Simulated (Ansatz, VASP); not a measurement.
# WS2: VASP beside Ansatz

Aim: how closely do two programs agree when they are given the same cell, functional and k mesh? The cell is generated by rule, not measured, and may not be a known phase. The cell is taken from a series of VASP runs on this material, whose earlier steps may have relaxed, scaled or displaced it; both programs get it as it stands.

Main program and level: Ansatz 0.2.0; plane waves, with VASP 6.6.1 beside it; band structure at HSE06.

The structure was built from a prototype and need not be the compound's stable phase.

## 1. Set-up

It takes space group Fm-3m (No. 225, cubic). The conventional cell has a = 6.004 Å, b = 6.004 Å, c = 6.004 Å, α = 90.00°, β = 90.00°, γ = 90.00°. Nearest to W lie 8 S at 2.60 Å. S has 4 W at 2.60 Å nearest. Farther neighbours and most contacts between anions are not listed.

Coordinates:

```xyz
3
Lattice="0.0000 3.0022 3.0022 3.0022 0.0000 3.0022 3.0022 3.0022 0.0000" Properties=species:S:1:pos:R:3 pbc="T T T"
W     0.0000    0.0000    0.0000
S     1.5011    1.5011    1.5011
S     4.5033    4.5033    4.5033
```

## 2. VASP: band structure, HSE06

With cell and atoms fixed, the geometry can't cause a difference; cores, projectors, grids and the points listed under the comparison can.

Lines of VASP's logs that name or quote its potential files are left out, and so is its time.

The run reads the wave functions of an earlier VASP run, which isn't shown here.

Contents of INCAR:

```
SYSTEM = WS2
PREC = Accurate
ENCUT = 400
EDIFF = 1E-06
NELM = 100
ISMEAR = 0
SIGMA = 0.02
LREAL = .FALSE.
ALGO = Normal
LHFCALC = .TRUE.
AEXX = 0.25
GGA = PE
HFSCREEN = 0.2
LASPH = .TRUE.
NBANDS = 15
PRECFOCK = Fast
LORBIT = 11
LWAVE = .FALSE.
LCHARG = .FALSE.
KPAR = 4
ISIF = 2
```

Contents of POSCAR:

```
WS2
1.0
    0.0000000000      3.0022200000      3.0022200000
    3.0022200000      0.0000000000      3.0022200000
    3.0022200000      3.0022200000      0.0000000000
W S
1 2
Direct
    0.0000000000      0.0000000000      0.0000000000
    0.2500000000      0.2500000000      0.2500000000
    0.7500000000      0.7500000000      0.7500000000
```

Contents of KPOINTS:

```
Automatic mesh
0
Gamma
4 4 4
0 0 0
```

Contents of KPOINTS_OPT:

```
Line mode
8
Line-mode
Reciprocal
  0.00000000   0.00000000   0.00000000 GAMMA
  0.50000000   0.00000000   0.50000000 X

  0.50000000   0.00000000   0.50000000 X
  0.50000000   0.25000000   0.75000000 W

  0.50000000   0.25000000   0.75000000 W
  0.37500000   0.37500000   0.75000000 K

  0.37500000   0.37500000   0.75000000 K
  0.00000000   0.00000000   0.00000000 GAMMA

  0.00000000   0.00000000   0.00000000 GAMMA
  0.50000000   0.50000000   0.50000000 L

  0.50000000   0.50000000   0.50000000 L
  0.62500000   0.25000000   0.62500000 U

  0.62500000   0.25000000   0.62500000 U
  0.50000000   0.25000000   0.75000000 W

  0.50000000   0.25000000   0.75000000 W
  0.50000000   0.50000000   0.50000000 L

  0.50000000   0.50000000   0.50000000 L
  0.37500000   0.37500000   0.75000000 K

  0.62500000   0.25000000   0.62500000 U
  0.50000000   0.00000000   0.50000000 X
```

The projector-augmented-wave data sets are W and S (PBE family, release 64).

Run with:

```sh
> mpirun -np 4 vasp_std
```

Numbers of over 12 decimals in the logs are rounded to 6 here.

What it wrote:

```text
[banner, memory and clock lines left out]
running    4 mpi-ranks, on    1 nodes
 distrk:  each k-point on    1 cores,    4 groups
 distr:  one band on    1 cores,    1 groups

 POSCAR found type information on POSCAR W S
 POSCAR found :  2 types and       3 ions
 LDA part: xc-table for (Slater+PW92), standard interpolation
 found WAVECAR, reading the header
 POSCAR, INCAR and KPOINTS ok, starting setup
 FFT: planning ... GRIDC
 FFT: planning ... GRID_SOFT
 FFT: planning ... GRID
 reading WAVECAR
 the WAVECAR file was read successfully
 initial charge from wavefunction
 entering main loop
       N       E                     dE             d eps       ncg     rms          rms(c)
DAV:   1    -0.249356270189E+02   -0.24936E+02   -0.85687E-01   247   0.105E+01    0.635E+00
DAV:   2    -0.249257822225E+02    0.98448E-02   -0.31153E-02   290   0.112E+00    0.352E+00
DAV:   3    -0.249258936891E+02   -0.11147E-03   -0.58572E-03   289   0.507E-01    0.201E+00
DAV:   4    -0.249250625096E+02    0.83118E-03   -0.92488E-04   282   0.218E-01    0.126E+00
DAV:   5    -0.249250168755E+02    0.45634E-04   -0.39787E-04   275   0.121E-01    0.753E-01
DAV:   6    -0.249249933661E+02    0.23509E-04   -0.75476E-05   304   0.695E-02    0.414E-01
DAV:   7    -0.249249931433E+02    0.22280E-06   -0.20618E-05   313   0.290E-02    0.239E-01
DAV:   8    -0.249249931599E+02   -0.16609E-07   -0.40597E-06   192   0.971E-03
   1 F= -.24924993E+02 E0= -.24923308E+02  d E =-.337053E-02
 Start KPOINTS_OPT (optional k-point list driver)
k-point batch [1-8\80]
       N       E                     dE             ncg
DAV:   1     0.682729324341E+03   -0.16838E+04      240
DAV:   2     0.388763558234E+02   -0.64385E+03      310
DAV:   3    -0.280733911210E+02   -0.66950E+02      282
DAV:   4    -0.302038910348E+02   -0.21305E+01      325
DAV:   5    -0.302581981090E+02   -0.54307E-01      339
DAV:   6    -0.302599224372E+02   -0.17243E-02      319
DAV:   7    -0.302599710303E+02   -0.48593E-04      312
DAV:   8    -0.302599724843E+02   -0.14540E-05      240
DAV:   9    -0.302599725514E+02   -0.67094E-07      232
[...]
k-point batch [73-80\80]
       N       E                     dE             ncg
DAV:   1     0.703261659439E+03   -0.37067E+04      240
DAV:   2     0.281831237347E+02   -0.67508E+03      296
DAV:   3    -0.372072863083E+02   -0.65390E+02      317
DAV:   4    -0.394079468429E+02   -0.22007E+01      310
DAV:   5    -0.394373578675E+02   -0.29411E-01      338
DAV:   6    -0.394379318923E+02   -0.57402E-03      296
DAV:   7    -0.394379465637E+02   -0.14671E-04      296
DAV:   8    -0.394379469790E+02   -0.41531E-06      232
```

Parts of OUTCAR (step 2):

```text
ion  position               nearest neighbor table
   1  0.000  0.000  0.000-   3 2.60   3 2.60   3 2.60   2 2.60   3 2.60   2 2.60   2 2.60   2 2.60

  LATTYP: Found a face centered cubic cell.
 ALAT       =     6.0044400000

 Subroutine GETGRP returns: Found 48 space group operations
 (whereof 48 operations were pure point group operations)

The static configuration has the point symmetry O_h .

 Found      8 irreducible k-points:

   k-points           NKPTS =      8   k-points in BZ     NKDIM =     64   number of bands    NBANDS=     15

   dimension x,y,z NGX =    28 NGY =   28 NGZ =   28
   dimension x,y,z NGXF=    56 NGYF=   56 NGZF=   56

   ENCUT  =  400.0 eV  29.40 Ry    5.42 a.u.   6.92  6.92  6.92*2*pi/ulx,y,z

   NELECT =      18.0000    total number of electrons

 k-points in reciprocal lattice and weights: Automatic mesh
   0.00000000  0.00000000  0.00000000       0.016
   0.25000000  0.00000000  0.00000000       0.125
   0.50000000  0.00000000  0.00000000       0.062
   0.25000000  0.25000000  0.00000000       0.094
   0.50000000  0.25000000  0.00000000       0.375
  -0.25000000  0.25000000  0.00000000       0.188
   0.50000000  0.50000000  0.00000000       0.047
  -0.25000000  0.50000000  0.25000000       0.094

  exchange ACFDT corr.  =         0.00000000  see jH, gK, PRB 81, 115126

 average (electrostatic) potential at core
       1 -35.8803       2 -82.4482       3 -82.4482

 E-fermi :   6.0188

 k-point     1 :       0.0000    0.0000    0.0000
  band No.  band energies     occupation
    ...
      6       4.9462      2.00000
      7       4.9462      2.00000
      8       4.9462      2.00000
      9       5.0353      2.00000
     10       5.0357      2.00000
     11      11.2881      0.00000
     12      11.2881      0.00000
     13      11.2882      0.00000
     14      11.3085      0.00000
     15      11.3085      0.00000

 k-point     2 :       0.2500    0.0000    0.0000
  band No.  band energies     occupation
    ...
      4      -0.3302      2.00000
      5       0.8728      2.00000
      6       2.8207      2.00000
      7       3.0766      2.00000
      8       3.0767      2.00000
      9       6.2175      0.00000
     10       6.2180      0.00000
     11       8.4140      0.00000
     12      10.4029      0.00000
     13      10.4029      0.00000
    ...

 k-point     3 :       0.5000    0.0000    0.0000
  band No.  band energies     occupation
    ...
      6       2.3733      2.00000
      7       2.3734      2.00000
      8       2.4184      2.00000
      9       5.6298      2.00000
     10       5.6306      2.00000
     11       8.2534      0.00000
     12      10.8896      0.00000
     13      10.8896      0.00000
     14      13.4084      0.00000
     15      14.0620      0.00000

  Total       -5.0929662     -5.0929662     -5.0929662      0.0000000      0.0000000     -0.0000000
  in kB     -150.7730923   -150.7730923   -150.7730923      0.0000000      0.0000000     -0.0000000
  external PRESSURE =    -150.7730923 kB  Pullay stress =       0.0000000 kB

  energy-cutoff  :      400.00
  volume of cell :       54.12
      direct lattice vectors                 reciprocal lattice vectors
     0.000000000  3.002220000  3.002220000    -0.166543425  0.166543425  0.166543425
     3.002220000  0.000000000  3.002220000     0.166543425 -0.166543425  0.166543425
     3.002220000  3.002220000  0.000000000     0.166543425  0.166543425 -0.166543425

 POSITION                                       TOTAL-FORCE (eV/Angst)
 -----------------------------------------------------------------------------------
      0.00000      0.00000      0.00000         0.000000      0.000000     -0.000000
      1.50111      1.50111      1.50111        -0.000000      0.000000     -0.000000
      4.50333      4.50333      4.50333         0.000000     -0.000000      0.000000
 -----------------------------------------------------------------------------------
    total drift:                               -0.000036     -0.000077     -0.000050

  FREE ENERGIE OF THE ION-ELECTRON SYSTEM (eV)
  ---------------------------------------------------
  free  energy   TOTEN  =       -24.9249931599 eV

  energy  without entropy=      -24.9216226304  energy(sigma->0) =      -24.92330790

 total charge
# of ion       s       p       d       tot
------------------------------------------
    1        0.612   0.506   4.076   5.194
    2        1.350   2.288   0.000   3.638
    3        1.350   2.288   0.000   3.638
--------------------------------------------------
tot          3.312   5.083   4.076  12.470

[... 3 further parts left out ...]
```

This run has no spin polarisation, so a moment on W, if there is one, isn't seen. The data set W keeps the semicore shell frozen, which is cheaper and a little less accurate.

(Continued in part 2 of 2.)

[Lines on the potential files, build, host, timing and source positions are cut from VASP's logs without a mark.]

[Logs are printed without paths, hosts, clocks, repeated set-up lines and the standing remarks that a program may print on its own settings, such as how far it seeks lower states.]

[Hosts, paths, dates, database ids (printed as entryN), source tags and the programs' standing remarks are cut or masked in the printed files.]
